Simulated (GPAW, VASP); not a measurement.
An input for GPAW (PBE, GPAW PAW datasets PBE (gpaw-data 1.0.1)):

```
from ase import Atoms
from ase.units import GPa
from gpaw import GPAW, PW, FermiDirac

atoms = Atoms(['Te', 'Te', 'Te'],
              cell=[[2.212062, -3.831403, 0.000000],
                    [2.212062, 3.831403, 0.000000],
                    [0.000000, 0.000000, 5.882299]],
              positions=[[0.581772, 1.007659, 3.921533],
                         [3.260579, -0.000000, 0.000000],
                         [0.581772, -1.007659, 1.960766]],
              pbc=True)

calc = GPAW(mode=PW(600),
            xc='PBE',
            kpts=(5, 5, 3),
            occupations=FermiDirac(0.05),
            nbands=-8,
            convergence={'density': 1e-05, 'energy': 1e-05, 'bands': -6},
            symmetry={'symmorphic': False, 'tolerance': 0.0005},
            maxiter=120,
            txt='-')

atoms.calc = calc

energy = atoms.get_potential_energy()
print('Energy (eV):', round(energy, 6))
forces = atoms.get_forces()
print('Forces (eV/Ang):')
print(forces.round(5))
stress = atoms.get_stress()
print('Stress (GPa, Voigt):', (stress / GPa).round(4))
```

### Question
Write the VASP files for the same calculation.

### Answer
One set of files that does it:

File POSCAR:
```
Te
1
    2.2120620000    -3.8314030000     0.0000000000
    2.2120620000     3.8314030000     0.0000000000
    0.0000000000     0.0000000000     5.8822990000
Te
3
Direct
  0.0000000000   0.2630000000   0.6666670000
  0.7370000000   0.7370000000   0.0000000000
  0.2630000000   0.0000000000   0.3333330000
```

**INCAR**
```
! general
SYSTEM   =  Te
PREC     =  Accurate
ENCUT    =  300   ! plane-wave cut-off (eV)
LREAL    =  .FALSE.
LASPH    =  .TRUE.   ! aspherical one-centre terms

! electronic loop
EDIFF    =  1E-6   ! SCF stop (eV)
NELM     =  100   ! most electronic steps
ALGO     =  Normal   ! blocked Davidson
LMAXMIX  =  4   ! l cut-off of mixed one-centre charges

! smearing
ISMEAR   =  -1
SIGMA    =  0.05   ! width (eV)

! functional
GGA      =  PE   ! PBE

! ions
ISIF     =  2

! output
LWAVE    =  .FALSE.
LCHARG   =  .FALSE.
```

KPOINTS:
```
Automatic mesh
0
Gamma
5 5 3
0 0 0
```

POTCAR, in this order: Te (PBE.64 set). Program: vasp_std.

The two runs describe the same crystal, functional and task. Each code takes its own potentials, basis and convergence tests.

The structure is a typed Te crystal (P3_121). The cell was not relaxed at this level, and its volume differs by -5.9 % from the start's.
